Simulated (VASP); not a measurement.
```
CELL_PARAMETERS angstrom
      0.00000     2.93058     2.93058
      2.93058     0.00000     2.93058
      2.93058     2.93058     0.00000
ATOMIC_POSITIONS crystal
  Cu 0.00000 0.00000 0.00000
  I  0.25000 0.25000 0.25000
```

Computed with LDA (Ceperley-Alder, Perdew-Zunger), VASP's LDA PAW potentials (set 64) (plane waves; VASP). Run with 400 eV cut-off, 14×14×14 Γ-centred mesh, Gaussian smearing of 0.010 eV, potentials Cu I.

Give the direction-averaged independent-particle dielectric function (no local fields, no excitons; a broadening of 0.1 eV leaves a tail below the gap, and fine structure carries the noise of the k-mesh).

| ħω (eV) | ε₁ | ε₂ |
|---|---|---|
| 0.00 | 7.15 | 0.00 |
| 0.30 | 7.18 | 0.02 |
| 0.60 | 7.29 | 0.05 |
| 0.90 | 7.49 | 0.10 |
| 1.20 | 7.87 | 0.34 |
| 1.50 | 8.15 | 0.46 |
| 1.80 | 7.97 | 1.03 |
| 2.10 | 8.31 | 1.22 |
| 2.50 | 9.09 | 1.86 |
| 2.80 | 9.56 | 2.24 |
| 3.10 | 8.82 | 4.19 |
| 3.40 | 7.77 | 5.12 |
| 3.70 | 8.38 | 3.81 |
| 4.00 | 9.66 | 4.67 |
| 4.30 | 11.34 | 8.52 |
| 4.60 | 4.50 | 10.95 |
| 5.00 | 1.58 | 6.84 |
| 5.30 | 3.46 | 6.15 |
| 5.60 | 4.32 | 6.25 |
| 5.90 | 3.85 | 8.07 |
| 6.20 | 2.44 | 7.56 |
| 6.50 | 2.90 | 7.17 |
| 6.80 | 2.25 | 7.09 |
| 7.20 | 0.50 | 10.40 |
ε₂ peaks at 4.5 eV (height 12.4); ε₁(0) averages 7.15, so the electronic refractive index below the gap tends to √7.15 = 2.67.

The compound is CuI in the zinc blende structure. It was relaxed first, which changed the volume by -9 %.
